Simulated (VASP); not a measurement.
Input:

```xyz
2
Lattice="3.1500 0.0000 0.0000 0.0000 3.1500 0.0000 0.0000 0.0000 3.1500" Properties=species:S:1:pos:R:3 pbc="T T T"
Zn     1.5750     1.5750     1.5750
Au     0.0000     0.0000     0.0000
```

Level of theory: LDA (Ceperley-Alder, Perdew-Zunger), VASP's LDA PAW potentials (set 64) (plane waves; VASP). Run with 520 eV cut-off, 10×10×10 Γ-centred mesh, first-order Methfessel-Paxton smearing of 0.10 eV, potentials Zn Au.

Energy and stress use the plane-wave basis of the starting cell.

Problem. The ions, cell shape and volume are relaxed. What does this cell relax into?

Solution. 
```xyz
2
Lattice="3.1002 0.0000 0.0000 0.0000 3.1002 0.0000 0.0000 0.0000 3.1002" Properties=species:S:1:pos:R:3 pbc="T T T"
Zn     1.5501     1.5501     1.5501
Au     0.0000     0.0000     0.0000
```
Space group Pm-3m (221), at a tolerance of 0.03 Å.

Problem. How do energy and volume change from the first to the last step?

Solution. The energy (σ→0) changes by -16.4 meV/atom and the volume by -4.7 %, in 3 ionic steps.

The compound is AuZn in the CsCl type structure. This run relaxes it. Symmetry was kept, so distortions that lower it aren't found. The electron count is odd and the run is not spin-polarised, which forces a metal.
